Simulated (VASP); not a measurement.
VASP runs on CdO (space group Fm-3m) share one base input (PBE GGA, plane waves, VASP's PBE PAW potentials (set 64)) and change the settings named in each case.

KPOINTS:
```
Automatic mesh
0
Gamma
8 8 8
0 0 0
```

INCAR:
```
ISMEAR = -1   # Fermi-Dirac
LCHARG = .FALSE.
SIGMA = 0.02
EDIFF = 1E-6
NELM = 100   # most electronic steps
ISIF = 2   # forces and stress, cell fixed
LWAVE = .FALSE.
LMAXMIX = 4
PREC = Accurate
ALGO = Normal
LASPH = .TRUE.   # aspherical one-centre terms
ENCUT = 400   # plane-wave cut-off (eV)
GGA = PE
SYSTEM = CdO
LREAL = .FALSE.
```

**POSCAR**
```
CdO
1
    0.0000000000     2.3500000000     2.3500000000
    2.3500000000     0.0000000000     2.3500000000
    2.3500000000     2.3500000000     0.0000000000
Cd O
1 1
Direct
  0.0000000000   0.0000000000   0.0000000000
  0.5000000000   0.5000000000   0.5000000000
```

POTCAR, in this order: Cd O (PBE.64 set). Program: vasp_std.

```tsv
change	E(σ→0) (eV/atom)	pressure (GPa)	−TS (eV)
base run	-3.8550	2.83	-0.0003
GGA removed, POTCAR Cd O (LDA.64 set)	-4.6721	-9.02	-0.0003
GGA_COMPAT = .FALSE., LNONCOLLINEAR = .TRUE., LSORBIT = .TRUE., MAGMOM = 0.0 0.0 0.0 0.0 0.0 0.0, program vasp_ncl	-3.8676	(withheld)	-0.0003
KPOINTS 5×5×5 Γ-centred mesh	-3.8519	2.96	-0.0014
```

**Question.** Fill in the missing entries.

**Answer.** 
- GGA_COMPAT = .FALSE., LNONCOLLINEAR = .TRUE., LSORBIT = .TRUE., MAGMOM = 0.0 0.0 0.0 0.0 0.0 0.0, program vasp_ncl, pressure (GPa): 2.78

Energies of different potentials or functionals have different zeros.  At 400 eV the pressure can carry a Pulay error.

Left out are runs that ran out of time, are held back, or changed the cell or the kind of run, fixed moments of cells without a moment, rows past the twelfth, gaps on odd meshes, pressures of charged cells and columns that move by less than the noise.

The structure is a typed CdO crystal (Fm-3m). The cell was not relaxed at this level.
